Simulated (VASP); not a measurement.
All values below come from PBEsol GGA, VASP's PBE PAW potentials (set 64) (plane waves; VASP).

The input files of a VASP run:

File KPOINTS:
```
k-points along high-symmetry lines
15
Line-mode
Reciprocal
  0.000000   0.000000   0.000000 ! GAMMA
  0.500000   0.000000   0.500000 ! X

  0.500000   0.000000   0.500000 ! X
  0.625000   0.250000   0.625000 ! U

  0.375000   0.375000   0.750000 ! K
  0.000000   0.000000   0.000000 ! GAMMA

  0.000000   0.000000   0.000000 ! GAMMA
  0.500000   0.500000   0.500000 ! L

  0.500000   0.500000   0.500000 ! L
  0.500000   0.250000   0.750000 ! W

  0.500000   0.250000   0.750000 ! W
  0.500000   0.000000   0.500000 ! X
```

INCAR:
```
! general
SYSTEM =AgCl
PREC   =Accurate
ENCUT  =520   ! plane-wave cut-off (eV)
LREAL  =.False.
LASPH  =.True.   ! aspherical one-centre terms
ICHARG =11   ! fixed density

! electronic loop
EDIFF  =1E-7   ! SCF stop (eV)
NELM   =100   ! most electronic steps
ALGO   =Normal   ! blocked Davidson
LMAXMIX=4

! smearing
ISMEAR =0   ! Gaussian
SIGMA  =0.05

! functional
GGA    =PS   ! PBEsol

! output
LWAVE  =.False.
LCHARG =.False.
LORBIT =11
```

**POSCAR**
```
AgCl
1
    0.0000000000     2.7221652666     2.7221652666
    2.7221652666     0.0000000000     2.7221652666
    2.7221652666     2.7221652666     0.0000000000
Ag Cl
1 1
Direct
  0.0000000000   0.0000000000   0.0000000000
  0.5000000000   0.5000000000   0.5000000000
```

POTCAR, in this order: Ag Cl (PBE.64 set). Program: vasp_std. Read from the step before: CHGCAR.

The run wrote:

OSZICAR:
```
       N       E                     dE             d eps       ncg     rms          rms(c)
DAV:   1     0.100878289002E+03    0.10088E+03   -0.90149E+03  2396   0.126E+03
DAV:   2    -0.220685240286E+01   -0.10309E+03   -0.96525E+02  2840   0.259E+02
DAV:   3    -0.613506036509E+01   -0.39282E+01   -0.38514E+01  2705   0.527E+01
DAV:   4    -0.617108129050E+01   -0.36021E-01   -0.36009E-01  2670   0.530E+00
DAV:   5    -0.617153086416E+01   -0.44957E-03   -0.44956E-03  2750   0.613E-01
DAV:   6    -0.617153878998E+01   -0.79258E-05   -0.79258E-05  2760   0.819E-02
DAV:   7    -0.617153895140E+01   -0.16142E-06   -0.16142E-06  2740   0.117E-02
DAV:   8    -0.617153895440E+01   -0.29936E-08   -0.30033E-08  1846   0.173E-03
   1 F= -.61715390E+01 E0= -.61715390E+01  d E =-.375211E-14
```

**OUTCAR**
```
 val. band max:        4.4411051500   @ k =   0.5000   0.5000   0.5000

 cond. band min:       5.1632492992   @ k =   0.0000   0.0000   0.0000



 k-point     1 :       0.0000    0.0000    0.0000
  band No.  band energies     occupation
      1     -11.0903      2.00000
      2       1.7236      2.00000
      3       1.7236      2.00000
      4       1.7236      2.00000
      5       1.7668      2.00000
      6       1.7668      2.00000
      7       1.8741      2.00000
      8       1.8741      2.00000
      9       1.8741      2.00000
     10       5.1632      0.00000
     11      15.1656      0.00000
     12      15.1656      0.00000
     13      15.1656      0.00000

 k-point     2 :       0.0357    0.0000    0.0357
  band No.  band energies     occupation
      1     -11.0823      2.00000
      2       1.4225      2.00000
      3       1.6360      2.00000
      4       1.6360      2.00000
      5       1.7186      2.00000
      6       1.7695      2.00000
      7       1.9630      2.00000
      8       1.9630      2.00000
      9       2.1673      2.00000
     10       5.2643      0.00000
     11      14.9723      0.00000
     12      15.1023      0.00000
     13      15.1023      0.00000

 k-point     3 :       0.0714    0.0000    0.0714
  band No.  band energies     occupation
      1     -11.0587      2.00000
      2       1.0128      2.00000
      3       1.5070      2.00000
      4       1.5070      2.00000
      5       1.7037      2.00000
      6       1.7775      2.00000
      7       2.0952      2.00000
      8       2.0952      2.00000
      9       2.4348      2.00000
     10       5.5535      0.00000
     11      14.5975      0.00000
     12      14.9468      0.00000
     13      14.9468      0.00000

 k-point     4 :       0.1071    0.0000    0.1071
  band No.  band energies     occupation
      1     -11.0210      2.00000
      2       0.6148      2.00000
      3       1.3841      2.00000
      4       1.3841      2.00000
...
```

The density is held fixed in this step, so its total energy and stress have no physical meaning.

The compound is AgCl in the rock salt structure. It was relaxed first, which changed the volume by -6 %.
